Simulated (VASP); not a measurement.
Calculation: PBE GGA with D3 dispersion (zero damping), VASP's PBE PAW potentials (set 64) (plane waves; VASP).

VASP input:

### POSCAR
```
Ba
1
   -2.4888659443     2.4888659443     2.4888659443
    2.4888659443    -2.4888659443     2.4888659443
    2.4888659443     2.4888659443    -2.4888659443
Ba
1
Direct
  0.0000000000   0.0000000000   0.0000000000
```

**INCAR**
```
SYSTEM = Ba
PREC = Accurate
ENCUT = 520
EDIFF = 1E-7
NELM = 100
ALGO = Normal
LREAL = .FALSE.
LASPH = .TRUE.
ISMEAR = -5
GGA = PE
IVDW = 11
LMAXMIX = 4
LWAVE = .FALSE.
LCHARG = .TRUE.
LORBIT = 11
NEDOS = 601
ISIF = 2
```

File KPOINTS:
```
K-points
0
gamma
  12 12 12
0 0 0
```

POTCAR, in this order: Ba_sv (PBE.64 set). Program: vasp_std.

What VASP printed:

### OSZICAR
```
       N       E                     dE             d eps       ncg     rms          rms(c)
DAV:   1     0.577597254908E+02    0.57760E+02   -0.43970E+03  1304   0.922E+02
DAV:   2     0.561187211801E+00   -0.57199E+02   -0.56481E+02  1544   0.154E+02
DAV:   3    -0.184901709032E+01   -0.24102E+01   -0.24059E+01  1710   0.359E+01
DAV:   4    -0.190594139589E+01   -0.56924E-01   -0.56987E-01  1990   0.468E+00
DAV:   5    -0.190669333467E+01   -0.75194E-03   -0.75298E-03  1870   0.355E-01    0.166E+00
DAV:   6    -0.190595641179E+01    0.73692E-03   -0.27879E-03  1820   0.635E-01    0.988E-01
DAV:   7    -0.190623634579E+01   -0.27993E-03   -0.65849E-03  1466   0.104E+00    0.428E-02
DAV:   8    -0.190645781395E+01   -0.22147E-03   -0.34638E-04  2104   0.125E-01    0.290E-02
DAV:   9    -0.190647327260E+01   -0.15459E-04   -0.82040E-06  1662   0.299E-02    0.709E-03
DAV:  10    -0.190647996971E+01   -0.66971E-05   -0.36409E-06  1916   0.145E-02    0.231E-03
DAV:  11    -0.190648048514E+01   -0.51543E-06   -0.53068E-07  1679   0.840E-03    0.793E-04
DAV:  12    -0.190648043159E+01    0.53556E-07   -0.32149E-08   935   0.171E-03
   1 F= -.20255161E+01 E0= -.20255161E+01  d E =0.000000E+00
```

OUTCAR:
```
------------------------ aborting loop because EDIFF is reached ----------------------------------------
 Edisp (eV)   -0.11904
  FORCE on cell =-STRESS in cart. coord.  units (eV):
  Direction    XX          YY          ZZ          XY          YZ          ZX
  --------------------------------------------------------------------------------------
  Total       0.00392     0.00392     0.00392     0.00000     0.00000     0.00000
  in kB       0.10190     0.10190     0.10190     0.00000     0.00000     0.00000
  external pressure =        0.10 kB  Pullay stress =        0.00 kB
  volume of cell :       61.67
      direct lattice vectors                 reciprocal lattice vectors
    -2.488865944  2.488865944  2.488865944     0.000000000  0.200894709  0.200894709
     2.488865944 -2.488865944  2.488865944     0.200894709  0.000000000  0.200894709
     2.488865944  2.488865944 -2.488865944     0.200894709  0.200894709  0.000000000
 POSITION                                       TOTAL-FORCE (eV/Angst)
 -----------------------------------------------------------------------------------
      0.00000      0.00000      0.00000         0.000000     -0.000000      0.000000
 -----------------------------------------------------------------------------------
    total drift:                                0.000000      0.000000     -0.000000
  FREE ENERGIE OF THE ION-ELECTRON SYSTEM (eV)
  ---------------------------------------------------
  free  energy   TOTEN  =        -2.0255160867 eV

  energy  without entropy=       -2.0255160867  energy(sigma->0) =       -2.02551609

 total charge

# of ion       s       p       d       tot
------------------------------------------
    1        2.070   5.548   0.281   7.900
```
(Selected blocks of OUTCAR.)

**OUTCAR**
```
 val. band max:        1.7423947489   @ k =  -0.4167  -0.4167   0.1667

 cond. band min:       1.6900764201   @ k =  -0.4167   0.5000   0.2500


 Fermi energy:         1.6856397010

 k-point     1 :       0.0000    0.0000    0.0000
  band No.  band energies     occupation
      1     -27.1312      2.00000
      2     -12.0681      2.00000
      3     -12.0681      2.00000
      4     -12.0681      2.00000
      5      -1.0439      2.00000
      6       3.5712      0.00000
      7       3.5712      0.00000
      8       3.5712      0.00000
      9       5.0029      0.00000

 k-point     2 :       0.0833    0.0000    0.0000
  band No.  band energies     occupation
      1     -27.1281      2.00000
      2     -12.1037      2.00000
      3     -12.0790      2.00000
      4     -12.0684      2.00000
      5      -0.9104      2.00000
      6       3.4612      0.00000
      7       3.5126      0.00000
      8       3.7071      0.00000
      9       4.8243      0.00000

 k-point     3 :       0.1667    0.0000    0.0000
  band No.  band energies     occupation
      1     -27.1194      2.00000
      2     -12.1989      2.00000
      3     -12.1085      2.00000
      4     -12.0690      2.00000
      5      -0.5373      2.00000
      6       3.1958      0.00000
      7       3.2585      0.00000
      8       4.1081      0.00000
      9       4.6595      0.00000

 k-point     4 :       0.2500    0.0000    0.0000
  band No.  band energies     occupation
      1     -27.1075      2.00000
      2     -12.3241      2.00000
      3     -12.1482      2.00000
      4     -12.0699      2.00000
      5      -0.0136      2.00000
      6       2.8918      0.00000
      7       2.8918      0.00000
      8       4.7523      0.00000
      9       4.7564      0.00000

 k-point     5 :       0.3333    0.0000    0.0000
  band No.  band energies     occupation
      1     -27.0956      2.00000
      2     -12.4446      2.00000
      3     -12.1873      2.00000
...
```

For a metal the tetrahedron method with Blöchl corrections gives inexact stress and forces. Unless said otherwise, spin-orbit coupling is left out, though it shifts the bands of the heavy elements here.

The compound is Ba in the bcc structure. It was relaxed first.
